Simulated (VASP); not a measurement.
Output of a VASP run:

OSZICAR:
```
       N       E                     dE             d eps       ncg     rms          rms(c)
DAV:   1     0.136089786474E+02    0.13609E+02   -0.39656E+03   896   0.886E+02
DAV:   2    -0.116652725710E+02   -0.25274E+02   -0.24922E+02  1320   0.109E+02
DAV:   3    -0.120543337614E+02   -0.38906E+00   -0.38906E+00  1048   0.177E+01
DAV:   4    -0.120548836038E+02   -0.54984E-03   -0.54984E-03  1328   0.712E-01
DAV:   5    -0.120548837715E+02   -0.16772E-06   -0.16772E-06  1040   0.101E-02    0.499E+00
DAV:   6    -0.114691151146E+02    0.58577E+00   -0.18673E+00   928   0.711E+00    0.247E+00
DAV:   7    -0.114084012442E+02    0.60714E-01   -0.21393E-01  1288   0.279E+00    0.960E-01
DAV:   8    -0.114013731276E+02    0.70281E-02   -0.21866E-02   984   0.104E+00    0.119E-01
DAV:   9    -0.114016976655E+02   -0.32454E-03   -0.59654E-04  1136   0.200E-01    0.686E-02
DAV:  10    -0.114018799041E+02   -0.18224E-03   -0.29129E-04  1120   0.126E-01    0.165E-02
DAV:  11    -0.114018856077E+02   -0.57036E-05   -0.11180E-05  1280   0.267E-02    0.142E-02
DAV:  12    -0.114018851586E+02    0.44915E-06   -0.24562E-06   992   0.110E-02    0.224E-03
DAV:  13    -0.114018851689E+02   -0.10311E-07   -0.70575E-08   800   0.220E-03
   1 F= -.12158480E+02 E0= -.12158480E+02  d E =0.000000E+00
```

### OUTCAR
```
------------------------ aborting loop because EDIFF is reached ----------------------------------------
  Edisp (eV):   -0.75660
  FORCE on cell =-STRESS in cart. coord.  units (eV):
  Direction    XX          YY          ZZ          XY          YZ          ZX
  --------------------------------------------------------------------------------------
  Total       0.00126     0.00126     0.00126    -0.00000    -0.00000     0.00000
  in kB       0.07447     0.07447     0.07447    -0.00000    -0.00000     0.00000
  external pressure =        0.07 kB  Pullay stress =        0.00 kB
  volume of cell :       27.06
      direct lattice vectors                 reciprocal lattice vectors
     0.000000000  2.382903685  2.382903685    -0.209828036  0.209828036  0.209828036
     2.382903685  0.000000000  2.382903685     0.209828036 -0.209828036  0.209828036
     2.382903685  2.382903685  0.000000000     0.209828036  0.209828036 -0.209828036
  FREE ENERGIE OF THE ION-ELECTRON SYSTEM (eV)
  ---------------------------------------------------
  free  energy   TOTEN  =       -12.1584802101 eV

  energy  without entropy=      -12.1584802101  energy(sigma->0) =      -12.15848021

 total charge

# of ion       s       p       d       tot
------------------------------------------
    1        0.661   1.188   0.000   1.849
    2        1.172   1.668   0.090   2.930
--------------------------------------------------
tot          1.833   2.856   0.090   4.779
```
(Selected blocks of OUTCAR.)

**POSCAR**
```
BAs
1
   -0.0000000000     2.3829036853     2.3829036853
    2.3829036853    -0.0000000000     2.3829036853
    2.3829036853     2.3829036853     0.0000000000
B As
1 1
Direct
  0.0000000000   0.0000000000   0.0000000000
  0.2500000000   0.2500000000   0.2500000000
```

Question: Reconstruct the remaining input files.

Answer: This is not unique; one that fits is the input of the run itself, PBE GGA with D4 dispersion, plane waves, VASP's PBE PAW potentials (set 64).

**KPOINTS**
```
kpoints
0
G
  11 11 11
0 0 0
```

INCAR:
```
SYSTEM = BAs
PREC = Accurate
ENCUT = 520
EDIFF = 1E-7
NELM = 100
ALGO = Normal
LREAL = .FALSE.
LASPH = .TRUE.
ISMEAR = -5
GGA = PE
IVDW = 13
LMAXMIX = 4
LWAVE = .FALSE.
LCHARG = .TRUE.
LORBIT = 11
NEDOS = 601
ISIF = 2
```

POTCAR, in this order: B As (PBE.64 set). Program: vasp_std.

The compound is BAs in the zinc blende structure. It was relaxed first.
